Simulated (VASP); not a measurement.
# BiSbS4 (P1) in VASP: relaxation of cell and atoms with PBE

Aim: the relaxation of cell and atoms of BiSbS4 with PBE.

Program: VASP 6.6.1. These are calculated values, not measurements. Logs are shortened: lines on timing, memory, paths and dates and some standing lists are left out, and cuts for length are marked.

## 1. Starting point

The typed cell holds 12 atoms: a = 7.770 Å, b = 3.775 Å, c = 13.034 Å, α = 89.97°, β = 90.02°, γ = 120.37°.

The cell was built by a generator and needn't be a form met in nature.

## 2. Relaxation of cell and atoms, PBE

Input file INCAR:

```
ALGO = Fast
EDIFF = 1E-5
EDIFFG = -0.03
ENCUT = 520
GGA = PE
IBRION = 2
ISIF = 3
ISMEAR = 0
ISYM = 0
KPAR = 8
LASPH = True
LCHARG = False
LREAL = Auto
LWAVE = False
NELM = 80
NSW = 110
PREC = Normal
SIGMA = 0.15
```

Input file KPOINTS:

```
k-points
0
Gamma
  7 7 2
```

Input file POSCAR:

```
BiSbS4
1.0
    7.7695338700      0.0402341600     -0.0013854700
   -1.9249610600      3.2467629800      0.0010378000
   -0.0023895800      0.0027540500     13.0339761800
Sb Bi S
2 2 8
Direct
    0.9794148200      0.9590648400      0.9992708600
    0.4838903000      0.0513401600      0.0039818000
    0.9944687300      0.0092402600      0.4957302100
    0.4838788300      0.0325988000      0.5025723600
    0.1510360900      0.6243860900      0.8870294200
    0.6406250900      0.6169117200      0.8925789300
    0.1623730000      0.6150807900      0.3836657500
    0.6704145800      0.6792059400      0.3740497700
    0.3388435400      0.3600929400      0.6273112600
    0.8298222000      0.2984163100      0.6250503100
    0.3226305500      0.3183757200      0.1127025600
    0.8346656600      0.3640200000      0.1156496300
```

Potentials or basis: VASP PAW PBE potentials, release 64 (Sb, Bi_d, S).

Command:

```
> cat potpaw_PBE.64/Sb/POTCAR potpaw_PBE.64/Bi_d/POTCAR potpaw_PBE.64/S/POTCAR > POTCAR
> mpirun -np 8 vasp_std > vasp.out
```

OUTCAR:

```text
EDIFF = 1E-5
   EDIFFG = -0.03
   ENCUT = 520
   GGA = PE
   IBRION = 2
   ISIF = 3
   ISMEAR = 0
   ISYM = 0
   LASPH = True
   LREAL = Auto
   NELM = 80
   NSW = 110
   PREC = Normal

 ion  position               nearest neighbor table
   1  0.979  0.959  0.999-  12 2.46   5 2.61   6 2.66   5 2.69  11 2.73  12 2.76   2 3.64   2 3.76

   2  0.484  0.051  0.004-   6 2.35  11 2.42   5 2.72  12 2.77  11 2.78   6 2.88   1 3.64   1 3.76

   3  0.994  0.009  0.496-   7 2.46  10 2.66   8 2.69   7 2.83  10 2.86   9 2.88   4 3.76   4 3.81
                             4 3.81
   4  0.484  0.033  0.503-   9 2.62   7 2.67   8 2.70   9 2.73  10 2.84   8 2.94   3 3.76   3 3.81
                             3 3.81
   5  0.151  0.624  0.887-   1 2.61   1 2.69   2 2.72
   6  0.641  0.617  0.893-   2 2.35   1 2.66   2 2.88
   7  0.162  0.615  0.384-   3 2.46   4 2.67   3 2.83
   8  0.670  0.679  0.374-   3 2.69   4 2.70   4 2.94
   9  0.339  0.360  0.627-   4 2.62   4 2.73   3 2.88
  10  0.830  0.298  0.625-   3 2.66   4 2.84   3 2.86
  11  0.323  0.318  0.113-   2 2.42   1 2.73   2 2.78
  12  0.835  0.364  0.116-   1 2.46   1 2.76   2 2.77

IMPORTANT INFORMATION: All symmetrisations will be switched off!
NOSYMM: (Re-)initialisation of all symmetry stuff for point group C_1.

----------------------------------------------------------------------------------------

                                     Primitive cell

  volume of cell :     329.8024

  direct lattice vectors                    reciprocal lattice vectors
     7.769533870  0.040234160 -0.001385470     0.128313898  0.076075541  0.000007450
    -1.924961060  3.246762980  0.001037800    -0.001590088  0.307056356 -0.000065172
    -0.002389580  0.002754050 13.033976180     0.000013766 -0.000016362  0.076722564

  length of vectors
     7.769638168  3.774512685 13.033976690     0.149170856  0.307060480  0.076722567

  position of ions in fractional coordinates (direct lattice)
     0.979414820  0.959064840  0.999270860
     0.483890300  0.051340160  0.003981800
     0.994468730  0.009240260  0.495730210
     0.483878830  0.032598800  0.502572360
     0.151036090  0.624386090  0.887029420
     0.640625090  0.616911720  0.892578930
     0.162373000  0.615080790  0.383665750
     0.670414580  0.679205940  0.374049770
     0.338843540  0.360092940  0.627311260
     0.829822200  0.298416310  0.625050310
     0.322630550  0.318375720  0.112702560
     0.834665660  0.364020000  0.115649630

  ion indices of the primitive-cell ions
   primitive index   ion index
                 1           1
                 2           2
                 3           3
                 4           4
                 5           5
                 6           6
                 7           7
                 8           8
                 9           9
                10          10
                11          11
                12          12

----------------------------------------------------------------------------------------

 KPOINTS: k-points

Automatic generation of k-mesh.
 Grid dimensions read from file:
 generate k-points for:    7    7    2

 Generating k-lattice:

  Cartesian coordinates                     Fractional coordinates (reciprocal lattice)
     0.018330557  0.010867934  0.000001064     0.142857143  0.000000000  0.000000000
    -0.000227155  0.043865194 -0.000009310     0.000000000  0.142857143 -0.000000000
     0.000006883 -0.000008181  0.038361282     0.000000000  0.000000000  0.500000000

  Length of vectors
     0.021310122  0.043865783  0.038361284

  Shift w.r.t. Gamma in fractional coordinates (k-lattice)
     0.000000000  0.000000000  0.000000000

 Subroutine IBZKPT returns following result:
 ===========================================

 Found     50 irreducible k-points:

 Following reciprocal coordinates:
            Coordinates               Weight
  0.000000  0.000000  0.000000      1.000000
  0.142857  0.000000  0.000000      2.000000
  0.285714  0.000000  0.000000      2.000000
  0.428571  0.000000 -0.000000      2.000000
  0.000000  0.142857 -0.000000      2.000000
  0.142857  0.142857  0.000000      2.000000
[... 16 lines left out ...]
 -0.428571  0.428571  0.000000      2.000000
 -0.285714  0.428571 -0.000000      2.000000
 [... further k-points ...]
   k-points           NKPTS =     50   k-points in BZ     NKDIM =     50   number of bands    NBANDS=     52
   number of dos      NEDOS =    301   number of ions     NIONS =     12
   total plane-waves  NPLWV =  92160
   dimension x,y,z NGX =    48 NGY =   24 NGZ =   80
   dimension x,y,z NGXF=    96 NGYF=   48 NGZF=  160
   ions per type =               2   2   8
   NGX,Y,Z   is equivalent  to a cutoff of  10.27, 10.57, 10.20 a.u.
   NGXF,Y,Z  is equivalent  to a cutoff of  20.54, 21.14, 20.41 a.u.
 SYSTEM =  unknown system
   PREC   = normal    normal or accurate (medium, high low for compatibility)
   ISTART =      0    job   : 0-new  1-cont  2-samecut
   ICHARG =      2    charge: 1-file 2-atom 10-const
   ISPIN  =      1    spin polarized calculation?
   LNONCOLLINEAR =      F non collinear calculations
   LSORBIT =      F    spin-orbit coupling
   LASPH  =      T    aspherical Exc in radial PAW
   ENCUT  =  520.0 eV  38.22 Ry    6.18 a.u.  14.45  7.02 24.23*2*pi/ulx,y,z
   NELM   =     80;   NELMIN=  2; NELMDL= -5     # of ELM steps
   EDIFF  = 0.1E-04   stopping-criterion for ELM
   LREAL  =      T    real-space projection
   EDIFFG = -.3E-01   stopping-criterion for IOM
   NSW    =    110    number of steps for IOM
   IBRION =      2    ionic relax: 0-MD 1-quasi-New 2-CG
   NFREE  =      1    steps in history (QN), initial steepest desc. (CG)
   ISIF   =      3    stress and relaxation
   ISYM   =      0    0-nonsym 1-usesym 2-fastsym
   POTIM  = 0.5000    time-step for ionic-motion
   TEBEG  =    0.0;   TEEND  =   0.0 temperature during run
   PSTRESS=    0.0 pullay stress
   NELECT =      88.0000    total number of electrons
   NUPDOWN=      -1.0000    fix difference up-down
   EMIN   =  10.00;   EMAX   =-10.00  energy-range for DOS
   EFERMI =   0.00;   METHOD = LEGACY
   ISMEAR =     0;   SIGMA  =   0.15  broadening in eV -4-tet -1-fermi 0-gaus
   EFERMI_NEDOS =   21; number of points for ismear=-14 and -15
   IALGO  =     68    algorithm
   IMIX   =      4    mixing-type and parameters
     AMIX     =   0.40;   BMIX     =  1.00
     AMIX_MAG =   1.60;   BMIX_MAG =  1.00
  volume/ion in A,a.u.               =      27.48       185.47
  Fermi-wavevector in a.u.,A,eV,Ry     =   1.053945  1.991667 15.113342  1.110799
  Thomas-Fermi vector in A             =   2.189086
   LORBIT       =      0    0 simple, 1 ext, 2 COOP (PROOUT), +10 PAW based schemes
   GGA     = PE    functional components
   LHFCALC =     F    Hartree Fock is set to
   AEXX    =    0.0000 exact exchange contribution
   IVDW    =     0    specifies the selected vdW correction
   LEPSILON=     F    determine dielectric tensor
   LRPA    =     F    only Hartree local field effects (RPA)
 conjugate gradient relaxation of ions
 non-spin polarized calculation
 RMM-DIIS sequential band-by-band and
 Gauss-broadening in eV      SIGMA  =   0.15
  energy-cutoff  :      520.00
  volume of cell :      329.80
 maximum number of plane-waves:      8929
   NGX = 29   NGY = 15   NGZ = 49

--------------------------------------- Ionic step        1  -------------------------------------------

 number of electron      87.9999987 magnetization

 Free energy of the ion-electron system (eV)
  ---------------------------------------------------
  ext. energy  EPLUGINS =         0.00000000
  ---------------------------------------------------
  free energy    TOTEN  =       -48.87059475 eV

  energy without entropy =      -48.75482494  energy(sigma->0) =      -48.81270984

------------------------ aborting loop because EDIFF is reached ----------------------------------------

  FORCE on cell =-STRESS in cart. coord.  units (eV):
  Direction    XX          YY          ZZ          XY          YZ          ZX
  --------------------------------------------------------------------------------------
  -------------------------------------------------------------------------------------
  Total        0.8207899      8.3799844      6.4366090     -1.1549785     -6.4089567     -1.6180300
  in kB        3.9873908     40.7098976     31.2689957     -5.6108765    -31.1346609     -7.8603769
  external PRESSURE =      25.3220947 kB  Pullay stress =       0.0000000 kB
[... 119 lines left out ...]
  FREE ENERGIE OF THE ION-ELECTRON SYSTEM (eV)
  ---------------------------------------------------
  free  energy   TOTEN  =       -49.4068455311 eV

  energy  without entropy=      -49.2838177348  energy(sigma->0) =      -49.34533163

[... ionic steps 4 to 26 ...]

--------------------------------------- Ionic step       27  -------------------------------------------

 number of electron      87.9999998 magnetization

------------------------ aborting loop because EDIFF is reached ----------------------------------------

  FORCE on cell =-STRESS in cart. coord.  units (eV):
  Direction    XX          YY          ZZ          XY          YZ          ZX
  --------------------------------------------------------------------------------------
  -------------------------------------------------------------------------------------
  Total       -0.0075371     -0.0417924     -0.0600032      0.0274472      0.0360542     -0.0416983
  in kB       -0.0364609     -0.2021718     -0.2902667      0.1327763      0.1744129     -0.2017164
  external PRESSURE =      -0.1762998 kB  Pullay stress =       0.0000000 kB
[... 77 lines left out ...]
  energy  without entropy=      -49.5780975784  energy(sigma->0) =      -49.63388990

--------------------------------------- Ionic step       29  -------------------------------------------

 number of electron      87.9999997 magnetization

 Free energy of the ion-electron system (eV)
  ---------------------------------------------------
  ext. energy  EPLUGINS =         0.00000000
  ---------------------------------------------------
  free energy    TOTEN  =       -49.68993985 eV

  energy without entropy =      -49.57816432  energy(sigma->0) =      -49.63405209

 E-fermi :   3.7156     XC(G=0):  -8.7457

 val. band max:        3.7147406379   @ k =   0.4286   0.4286  -0.0000
 cond. band min:       3.7193474848   @ k =   0.1429   0.1429   0.0000
 fundamental gap:      0.0046068468
 Fermi energy:         3.7155533693

 k-point     1 :       0.0000    0.0000    0.0000
  band No.  band energies     occupation
      1     -19.0015      2.00000
      2     -18.9692      2.00000
      3     -18.9671      2.00000
      4     -18.9499      2.00000
      5     -18.9387      2.00000
      6     -18.9227      2.00000
[... 1309 lines left out ...]
     51       7.4755      0.00000
     52       7.6626      0.00000

 [... further k-points ...]

------------------------ aborting loop because EDIFF is reached ----------------------------------------

  FORCE on cell =-STRESS in cart. coord.  units (eV):
  Direction    XX          YY          ZZ          XY          YZ          ZX
  --------------------------------------------------------------------------------------
  -------------------------------------------------------------------------------------
  Total       -0.0069629      0.0010300     -0.0338809      0.0293966     -0.0181277      0.0129455
  in kB       -0.0336741      0.0049814     -0.1638548      0.1421680     -0.0876691      0.0626072
  external PRESSURE =      -0.0641825 kB  Pullay stress =       0.0000000 kB
[... 27 lines left out ...]
  FREE ENERGIE OF THE ION-ELECTRON SYSTEM (eV)
  ---------------------------------------------------
  free  energy   TOTEN  =       -49.6899398516 eV

  energy  without entropy=      -49.5781643193  energy(sigma->0) =      -49.63405209

 reached required accuracy - stopping structural energy minimisation
```

It took 22 min on 8 MPI ranks of Intel Xeon Platinum 8488C (Sapphire Rapids), shared host; peak memory 0.73 GiB.

Results:

- Free energy: -49.6899 eV
- Relaxed volume: 27.61 Å³/atom
- Relaxed cell: a = 7.626 Å, b = 3.824 Å, c = 13.144 Å, α = 91.27°, β = 89.92°, γ = 120.18°
- Space group after relaxing (to 0.05 Å): P1 (No. 1)
- Energy gained by relaxing: 68.3 meV/atom
- Ionic steps: 29
- Pressure after relaxing: 0.0 GPa
- Largest force after relaxing: 0.021 eV/Å
- Band gap on the k mesh: none (metal or under the smearing width)

Forces on the atoms (eV/Å):
```
Sb   0.000 -0.015 -0.011
Sb  -0.002  0.011 -0.008
Bi  -0.004 -0.007  0.007
Bi   0.012  0.009 -0.001
S   -0.008  0.006 -0.006
S   -0.001  0.006  0.020
S    0.007  0.000 -0.014
S   -0.011  0.005 -0.006
S    0.000  0.000  0.011
S    0.003 -0.012 -0.003
S    0.004  0.000 -0.005
S   -0.001 -0.003  0.016
```

The path:
| step | energy change (eV) | largest force (eV/Å) | pressure (GPa) | volume (Å³) |
| --- | --- | --- | --- | --- |
| 1 | 0.0000 | 1.9942 | 2.53 | 329.80 |
| 2 | -0.4431 | 0.6867 | -2.41 | 350.65 |
| 3 | -0.5363 | 0.7296 | -1.20 | 343.75 |
| 4 | -0.6582 | 0.5565 | -0.13 | 336.06 |
| 5 | -0.6836 | 0.5430 | 0.72 | 330.73 |
| 6 | -0.7672 | 0.3290 | 0.34 | 331.30 |
| 7 | -0.7829 | 0.2386 | 0.14 | 331.65 |
| 8 | -0.7961 | 0.1101 | -0.11 | 333.08 |
| 9 | -0.7969 | 0.1333 | -0.18 | 333.49 |
| 10 | -0.8031 | 0.1154 | 0.08 | 332.19 |
| 11 | -0.8040 | 0.1200 | 0.19 | 331.62 |
| 12 | -0.8089 | 0.0810 | 0.03 | 332.41 |
| 13 | -0.8100 | 0.0814 | -0.05 | 332.80 |
| 14 | -0.8091 | 0.1059 | -0.22 | 333.60 |
| 15 | -0.8101 | 0.0830 | -0.12 | 333.03 |
| 16 | -0.8135 | 0.0758 | -0.06 | 332.48 |
| 17 | -0.8144 | 0.0963 | -0.03 | 332.15 |
| 18 | -0.8140 | 0.1313 | 0.04 | 331.48 |
| 19 | -0.8146 | 0.1006 | 0.02 | 331.93 |
| 20 | -0.8170 | 0.0496 | -0.02 | 331.76 |
| 21 | -0.8174 | 0.0682 | -0.03 | 331.66 |
| 22 | -0.8187 | 0.0374 | 0.03 | 331.21 |
| 23 | -0.8189 | 0.0393 | 0.04 | 331.09 |
| 24 | -0.8188 | 0.0408 | 0.09 | 330.86 |
| 25 | -0.8185 | 0.0543 | -0.12 | 331.80 |
| 26 | -0.8191 | 0.0336 | -0.02 | 331.23 |
| 27 | -0.8191 | 0.0331 | -0.02 | 331.20 |
| 28 | -0.8191 | 0.0355 | 0.01 | 331.22 |
| 29 | -0.8193 | 0.0211 | -0.01 | 331.29 |

Final structure:
```yaml
crystal:
  lattice:
    - [7.62640, -0.01850, 0.00369]
    - [-1.91470, 3.31026, -0.04196]
    - [0.01173, -0.16319, 13.14319]
  atoms:
    - { symbol: Sb, position: [0.98528, 0.99067, 0.00160] }
    - { symbol: Sb, position: [0.48497, 0.98842, 0.00203] }
    - { symbol: Bi, position: [0.99691, 0.99940, 0.50148] }
    - { symbol: Bi, position: [0.49689, 0.99860, 0.50146] }
    - { symbol: S, position: [0.14965, 0.64460, 0.88666] }
    - { symbol: S, position: [0.64894, 0.64406, 0.88660] }
    - { symbol: S, position: [0.16004, 0.65366, 0.37658] }
    - { symbol: S, position: [0.66054, 0.65242, 0.37646] }
    - { symbol: S, position: [0.33293, 0.34382, 0.62639] }
    - { symbol: S, position: [0.83317, 0.34584, 0.62658] }
    - { symbol: S, position: [0.32038, 0.33258, 0.11708] }
    - { symbol: S, position: [0.82235, 0.33467, 0.11666] }
```

Levels at points of the mesh, in eV from the Fermi level:
```csv
k point,band 41,band 42,band 43,band 44,band 45,band 46,band 47,band 48
"(0.00, 0.00, 0.00)",-0.86,-0.70,-0.65,-0.64,-0.55,0.20,1.29,2.25
"(0.00, 0.00, 0.50)",-0.81,-0.73,-0.66,-0.64,-0.22,-0.06,1.30,2.25
```

Caveat: spin-orbit coupling is left out, which moves the levels of the heavy elements.
